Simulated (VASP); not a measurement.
These are RPBE GGA, VASP's PBE PAW potentials (set 64) (plane waves; VASP 6.6.1) values and carry that method's errors.

A VASP calculation is set up with these files.

POSCAR:
```
P
1
    1.6458871891    -7.1140766319     0.0000000000
    1.6458871891     7.1140766319     0.0000000000
    0.0000000000     0.0000000000     4.6784622092
P
4
Direct
  0.0728131672   0.9271868328   0.9075998411
  0.4271868328   0.5728131672   0.4075998411
  0.5728131672   0.4271868328   0.5924001589
  0.9271868328   0.0728131672   0.0924001589
```

**INCAR**
```
SYSTEM = P
PREC = Accurate
ENCUT = 520
EDIFF = 1E-7
NELM = 100
ALGO = Normal
LREAL = .FALSE.
LASPH = .TRUE.
ISMEAR = 0
SIGMA = 0.05
GGA = RP
LWAVE = .FALSE.
LCHARG = .FALSE.
ISIF = 4
IBRION = 2
NSW = 30
EDIFFG = -0.01
```

### KPOINTS
```
Automatic mesh
0
Gamma
7 7 5
0 0 0
```

POTCAR, in this order: P (PBE.64 set). Program: vasp_std.

The run wrote:

File OUTCAR:
```
 ion  position               nearest neighbor table
   1  0.073  0.927  0.908-   3 2.21   3 2.21   4 2.25
   2  0.427  0.573  0.408-   4 2.21   4 2.21   3 2.25
   3  0.573  0.427  0.592-   1 2.21   1 2.21   2 2.25
   4  0.927  0.073  0.092-   2 2.21   2 2.21   1 2.25
  LATTYP: Found a base centered orthorhombic cell.
 ALAT       =     3.2917743782
 B/A-ratio  =     4.3223355033
 C/A-ratio  =     1.4212584678
 Subroutine PRICEL returns:
 Original cell was already a primitive cell.
 Subroutine GETGRP returns: Found  8 space group operations
The static configuration has the point symmetry C_2h.
 The point group associated with its full space group is D_2h.
The dynamic configuration has the point symmetry C_2h.
 Subroutine INISYM returns: Found  8 space group operations
 Subroutine IBZKPT returns following result:
 Found     48 irreducible k-points:

 Following reciprocal coordinates:
            Coordinates               Weight
  0.000000  0.000000  0.000000      1.000000
  0.142857  0.000000  0.000000      4.000000
  0.285714 -0.000000  0.000000      4.000000
  0.428571  0.000000  0.000000      4.000000
...
```

**OSZICAR**
```
...
DAV:   2    -0.203438345993E+02   -0.96435E-03   -0.12497E-02  1794   0.756E-01    0.116E-01
DAV:   3    -0.203436932419E+02    0.14136E-03   -0.36269E-04  2048   0.139E-01    0.113E-01
DAV:   4    -0.203436099799E+02    0.83262E-04   -0.22833E-04  1638   0.863E-02    0.401E-02
DAV:   5    -0.203436032281E+02    0.67518E-05   -0.51610E-05  1742   0.439E-02    0.128E-02
DAV:   6    -0.203436013586E+02    0.18695E-05   -0.34555E-06  1842   0.127E-02    0.639E-03
DAV:   7    -0.203436011416E+02    0.21703E-06   -0.63776E-07  1642   0.625E-03    0.223E-03
DAV:   8    -0.203436013001E+02   -0.15849E-06   -0.33201E-07  1412   0.484E-03    0.883E-04
DAV:   9    -0.203436013146E+02   -0.14503E-07   -0.28527E-08   792   0.137E-03
   3 F= -.20343601E+02 E0= -.20343601E+02  d E =-.992332E-02
       N       E                     dE             d eps       ncg     rms          rms(c)
DAV:   1    -0.203454781005E+02   -0.18768E-02   -0.20926E-01  1416   0.260E+00    0.270E-01
DAV:   2    -0.203459460137E+02   -0.46791E-03   -0.13529E-02  1848   0.809E-01    0.106E-01
DAV:   3    -0.203457711014E+02    0.17491E-03   -0.68328E-04  1876   0.178E-01    0.585E-02
DAV:   4    -0.203457212935E+02    0.49808E-04   -0.22922E-04  1686   0.866E-02    0.169E-02
DAV:   5    -0.203457209072E+02    0.38623E-06   -0.24043E-05  1746   0.350E-02    0.110E-02
DAV:   6    -0.203457206723E+02    0.23491E-06   -0.22763E-06  1780   0.104E-02    0.654E-03
DAV:   7    -0.203457208568E+02   -0.18452E-06   -0.11870E-06  1566   0.831E-03    0.115E-03
DAV:   8    -0.203457209168E+02   -0.59910E-07   -0.18024E-07  1256   0.311E-03
   4 F= -.20345721E+02 E0= -.20345721E+02  d E =-.211960E-02
       N       E                     dE             d eps       ncg     rms          rms(c)
DAV:   1    -0.203457424905E+02   -0.21634E-04   -0.19145E-03  1416   0.249E-01    0.261E-02
DAV:   2    -0.203457474163E+02   -0.49258E-05   -0.12388E-04  1848   0.775E-02    0.997E-03
DAV:   3    -0.203457460257E+02    0.13906E-05   -0.63032E-06  1896   0.171E-02    0.546E-03
DAV:   4    -0.203457457057E+02    0.32000E-06   -0.20995E-06  1680   0.830E-03    0.160E-03
DAV:   5    -0.203457456826E+02    0.23107E-07   -0.20271E-07  1114   0.334E-03
   5 F= -.20345746E+02 E0= -.20345746E+02  d E =-.214437E-02
       N       E                     dE             d eps       ncg     rms          rms(c)
DAV:   1    -0.203481738144E+02   -0.24281E-02   -0.74365E-02  1344   0.155E+00    0.211E-01
DAV:   2    -0.203471524562E+02    0.10214E-02   -0.31725E-03  1680   0.397E-01    0.952E-02
DAV:   3    -0.203465912188E+02    0.56124E-03   -0.10900E-03  1668   0.192E-01    0.396E-02
DAV:   4    -0.203465041690E+02    0.87050E-04   -0.27208E-04  1716   0.958E-02    0.139E-02
DAV:   5    -0.203464885741E+02    0.15595E-04   -0.21128E-05  1726   0.335E-02    0.989E-03
DAV:   6    -0.203464842546E+02    0.43195E-05   -0.93829E-06  1596   0.202E-02    0.363E-03
DAV:   7    -0.203464842999E+02   -0.45298E-07   -0.11409E-06  1638   0.984E-03    0.162E-03
DAV:   8    -0.203464844330E+02   -0.13308E-06   -0.27180E-07  1476   0.450E-03    0.723E-04
DAV:   9    -0.203464844599E+02   -0.26898E-07   -0.29776E-08   822   0.162E-03
   6 F= -.20346484E+02 E0= -.20346484E+02  d E =-.738777E-03
       N       E                     dE             d eps       ncg     rms          rms(c)
DAV:   1    -0.203466050325E+02   -0.12060E-03   -0.40877E-03  1344   0.363E-01    0.496E-02
DAV:   2    -0.203465481908E+02    0.56842E-04   -0.17463E-04  1674   0.931E-02    0.223E-02
DAV:   3    -0.203465170470E+02    0.31144E-04   -0.59846E-05  1674   0.448E-02    0.929E-03
DAV:   4    -0.203465124480E+02    0.45989E-05   -0.14885E-05  1722   0.225E-02    0.325E-03
DAV:   5    -0.203465117920E+02    0.65605E-06   -0.11397E-06  1680   0.792E-03    0.232E-03
DAV:   6    -0.203465117027E+02    0.89335E-07   -0.50671E-07  1564   0.478E-03
   7 F= -.20346512E+02 E0= -.20346512E+02  d E =-.766020E-03
       N       E                     dE             d eps       ncg     rms          rms(c)
DAV:   1    -0.203474155078E+02   -0.90372E-03   -0.47027E-02  1344   0.114E+00    0.100E-01
DAV:   2    -0.203472835533E+02    0.13195E-03   -0.19034E-03  1692   0.330E-01    0.533E-02
DAV:   3    -0.203471381545E+02    0.14540E-03   -0.30668E-04  1668   0.102E-01    0.202E-02
DAV:   4    -0.203471246526E+02    0.13502E-04   -0.58473E-05  1786   0.474E-02    0.101E-02
DAV:   5    -0.203471210923E+02    0.35603E-05   -0.67614E-06  1750   0.180E-02    0.538E-03
DAV:   6    -0.203471204791E+02    0.61320E-06   -0.25698E-06  1632   0.122E-02    0.208E-03
DAV:   7    -0.203471206371E+02   -0.15797E-06   -0.30060E-07  1530   0.465E-03    0.151E-03
DAV:   8    -0.203471206986E+02   -0.61534E-07   -0.72674E-08   792   0.234E-03
   8 F= -.20347121E+02 E0= -.20347121E+02  d E =-.608996E-03
       N       E                     dE             d eps       ncg     rms          rms(c)
DAV:   1    -0.203506250984E+02   -0.35045E-02   -0.42145E-01  1344   0.341E+00    0.303E-01
DAV:   2    -0.203494511400E+02    0.11740E-02   -0.17094E-02  1692   0.988E-01    0.159E-01
DAV:   3    -0.203481794391E+02    0.12717E-02   -0.27017E-03  1686   0.304E-01    0.613E-02
DAV:   4    -0.203480559974E+02    0.12344E-03   -0.53067E-04  1776   0.142E-01    0.301E-02
DAV:   5    -0.203480238459E+02    0.32151E-04   -0.58304E-05  1752   0.530E-02    0.161E-02
DAV:   6    -0.203480171647E+02    0.66812E-05   -0.21324E-05  1626   0.354E-02    0.622E-03
DAV:   7    -0.203480176316E+02   -0.46688E-06   -0.25212E-06  1596   0.137E-02    0.441E-03
DAV:   8    -0.203480178474E+02   -0.21585E-06   -0.70513E-07  1644   0.651E-03    0.534E-04
DAV:   9    -0.203480178817E+02   -0.34292E-07   -0.77730E-08   798   0.260E-03
   9 F= -.20348018E+02 E0= -.20348018E+02  d E =-.150618E-02
       N       E                     dE             d eps       ncg     rms          rms(c)
DAV:   1    -0.203480818923E+02   -0.64045E-04   -0.82492E-03  1344   0.477E-01    0.423E-02
DAV:   2    -0.203480592506E+02    0.22642E-04   -0.33619E-04  1716   0.138E-01    0.222E-02
DAV:   3    -0.203480341846E+02    0.25066E-04   -0.51879E-05  1692   0.422E-02    0.853E-03
DAV:   4    -0.203480319924E+02    0.21922E-05   -0.10285E-05  1770   0.198E-02    0.419E-03
DAV:   5    -0.203480315983E+02    0.39414E-06   -0.10980E-06  1710   0.748E-03    0.225E-03
DAV:   6    -0.203480316567E+02   -0.58448E-07   -0.39525E-07  1556   0.501E-03
  10 F= -.20348032E+02 E0= -.20348032E+02  d E =-.151995E-02
       N       E                     dE             d eps       ncg     rms          rms(c)
DAV:   1    -0.203480391400E+02   -0.75417E-05   -0.85862E-03  1518   0.544E-01    0.676E-02
DAV:   2    -0.203480321765E+02    0.69635E-05   -0.48210E-04  1872   0.149E-01    0.269E-02
DAV:   3    -0.203480093572E+02    0.22819E-04   -0.33142E-05  1986   0.376E-02    0.157E-02
DAV:   4    -0.203480021656E+02    0.71917E-05   -0.20228E-05  1782   0.257E-02    0.438E-03
DAV:   5    -0.203480021031E+02    0.62460E-07   -0.19024E-06  1572   0.108E-02    0.260E-03
DAV:   6    -0.203480021006E+02    0.25359E-08   -0.36436E-07  1666   0.423E-03
  11 F= -.20348002E+02 E0= -.20348002E+02  d E =0.295561E-04
       N       E                     dE             d eps       ncg     rms          rms(c)
DAV:   1    -0.203480617173E+02   -0.59614E-04   -0.33132E-03  1512   0.337E-01    0.421E-02
DAV:   2    -0.203480612385E+02    0.47887E-06   -0.18552E-04  1872   0.927E-02    0.167E-02
DAV:   3    -0.203480534493E+02    0.77892E-05   -0.12588E-05  1986   0.233E-02    0.976E-03
DAV:   4    -0.203480512254E+02    0.22239E-05   -0.77787E-06  1788   0.160E-02    0.273E-03
DAV:   5    -0.203480509738E+02    0.25158E-06   -0.72900E-07  1560   0.665E-03    0.162E-03
DAV:   6    -0.203480508878E+02    0.85997E-07   -0.12503E-07  1156   0.252E-03
  12 F= -.20348051E+02 E0= -.20348051E+02  d E =-.192311E-04
```

### OUTCAR
```
------------------------ aborting loop because EDIFF is reached ----------------------------------------
  FORCE on cell =-STRESS in cart. coord.  units (eV):
  Direction    XX          YY          ZZ          XY          YZ          ZX
  --------------------------------------------------------------------------------------
  Total        0.0918126      0.0933274      0.0812518      0.0000000      0.0000000      0.0000000
  in kB        1.3426453      1.3647969      1.1882068      0.0000000      0.0000000      0.0000000
  external PRESSURE =       1.2985497 kB  Pullay stress =       0.0000000 kB
  volume of cell :      109.56
      direct lattice vectors                 reciprocal lattice vectors
     1.658170369 -6.977749924 -0.000000000     0.301537170 -0.071656337 -0.000000000
     1.658170369  6.977749924  0.000000000     0.301537170  0.071656337  0.000000000
     0.000000000 -0.000000000  4.734533337     0.000000000 -0.000000000  0.211214058
 POSITION                                       TOTAL-FORCE (eV/Angst)
 -----------------------------------------------------------------------------------
      1.65817      5.93218      4.29569         0.000000     -0.005436      0.000555
      1.65817      1.04557      1.92842         0.000000      0.005436      0.000555
      1.65817     -1.04557      2.80611         0.000000     -0.005436     -0.000555
      1.65817     -5.93218      0.43884         0.000000      0.005436     -0.000555
 -----------------------------------------------------------------------------------
    total drift:                               -0.000000     -0.000000     -0.000000
  FREE ENERGIE OF THE ION-ELECTRON SYSTEM (eV)
  ---------------------------------------------------
  free  energy   TOTEN  =       -20.3480508878 eV

  energy  without entropy=      -20.3480508878  energy(sigma->0) =      -20.34805089

 reached required accuracy - stopping structural energy minimisation
```
(Selected blocks of OUTCAR.)

File CONTCAR:
```
P
   1.00000000000000
     1.6581703689436174   -6.9777499235151623   -0.0000000000000000
     1.6581703689436174    6.9777499235151623    0.0000000000000000
     0.0000000000000000   -0.0000000000000000    4.7345333370319720
  P
     4
Direct
     0.0749213666780962    0.9250786333219040    0.9073104172648339
     0.4250786333219039    0.5749213666780960    0.4073104172648338
     0.5749213666780960    0.4250786333219039    0.5926895827351661
     0.9250786333219040    0.0749213666780962    0.0926895827351662
```

Without a dispersion term in the relaxation, distances and binding between the weakly bound layers, chains or molecules are unreliable, and so is what depends on them.

The compound is P in the black structure. This cell is one point of a volume scan, at 0.97 of the reference volume. Symmetry was kept, so distortions that lower it aren't found.
